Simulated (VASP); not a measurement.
```
Ca
1.0
    0.00000     2.72867     2.72867
    2.72867     0.00000     2.72867
    2.72867     2.72867     0.00000
Ca
1
Direct
  0.00000   0.00000   0.00000
```

All values below come from PBEsol GGA, VASP's PBE PAW potentials (set 64) (plane waves; VASP). Numerical set-up: 520 eV cut-off, 12×12×12 Γ-centred mesh, first-order Methfessel-Paxton smearing of 0.10 eV, potentials Ca_sv.

Task: Predict the energy per atom (σ→0), band gap (on the k-mesh) with the smallest direct gap where there is one.

Result: 
- band gap (on the k-mesh) = none (metal, semimetal or under 0.01 eV)
- energy per atom (σ→0) = -2.131 eV/atom

The compound is Ca in the fcc structure. It was relaxed first, which changed the volume by -6 %.
